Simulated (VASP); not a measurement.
Consider the following.

```
WS2
1.0
    1.57500    -2.72798     0.00000
    1.57500     2.72798     0.00000
    0.00000     0.00000    12.32000
W S
2 4
Direct
  0.33333   0.66667   0.25000
  0.66667   0.33333   0.75000
  0.33333   0.66667   0.87800
  0.66667   0.33333   0.37800
  0.66667   0.33333   0.12200
  0.33333   0.66667   0.62200
```

Method: PBE GGA, VASP's PBE PAW potentials (set 64) (plane waves; VASP 6.6.1). Settings: 300 eV cut-off, 7×7×2 Γ-centred mesh, Fermi-Dirac smearing of 0.020 eV, potentials W_sv S.

At this cut-off the stress carries a Pulay error, which pulls relaxed volumes low.

**Question.** Predict the energy per atom (σ→0), pressure.

**Answer.** 
* **energy per atom (σ→0)**: -7.867 eV/atom
* **pressure**: 3.52 GPa

The structure is a typed WS2 crystal (P6_3/mmc). The cell was not relaxed at this level.
